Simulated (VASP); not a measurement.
Input:

```
CELL_PARAMETERS angstrom
      0.00000     1.74084     1.74084
      1.74084     0.00000     1.74084
      1.74084     1.74084     0.00000
ATOMIC_POSITIONS crystal
  Ni 0.00000 0.00000 0.00000
```
Starting moments (μB, in the order of the record's atoms Ni): 0.8.

The numbers are results of r2SCAN meta-GGA, VASP's PBE PAW potentials (set 64) (plane waves; VASP 6.6.1), not measurements. Numerical set-up: PREC = Normal, EDIFF = 1E-5, 400 eV cut-off, 20×20×20 Γ-centred mesh, first-order Methfessel-Paxton smearing of 0.10 eV, potentials Ni.

Task: Predict the cell moment, energy per atom (σ→0), band gap (on the k-mesh) with the smallest direct gap where there is one.

Result: 
The band gap (on the k-mesh) comes out as none (metal, semimetal or under 0.01 eV) and the cell moment is 0.74 μB. The energy per atom (σ→0) is -11.940 eV/atom.

Task: Give the moment on each site (PAW-sphere projection).

Result: 
| site | moment (μB) |
|---|---|
| Ni1 | 0.76 |

Only differences to runs with the same potentials and settings are physical.

The compound is Ni in the fcc structure. It was relaxed first.
